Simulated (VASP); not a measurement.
Input:

```xyz
2
Lattice="3.2298 0.0000 0.0000 -1.6149 2.7971 0.0000 0.0000 0.0000 5.1817" Properties=species:S:1:pos:R:3 pbc="T T T"
Zr     1.6149     0.9324     3.8863
Zr     0.0000     1.8647     1.2954
```

Method: PBE GGA, VASP's PBE PAW potentials (set 64) (plane waves; VASP). Numerical set-up: PREC = Normal, EDIFF = 1E-5, 400 eV cut-off, 15×15×8 Γ-centred mesh, first-order Methfessel-Paxton smearing of 0.10 eV, potentials Zr_sv.

Question: Predict the energy per atom (σ→0), band gap (on the k-mesh) with the smallest direct gap where there is one.

Answer: 
| Property | Result |
|---|---|
| band gap (on the k-mesh) | none (metal, semimetal or under 0.01 eV) |
| energy per atom (σ→0) | -8.520 eV/atom |

The absolute energy has meaning only against runs of the same code, potentials and settings.

The compound is Zr in the hcp structure. It was relaxed first.
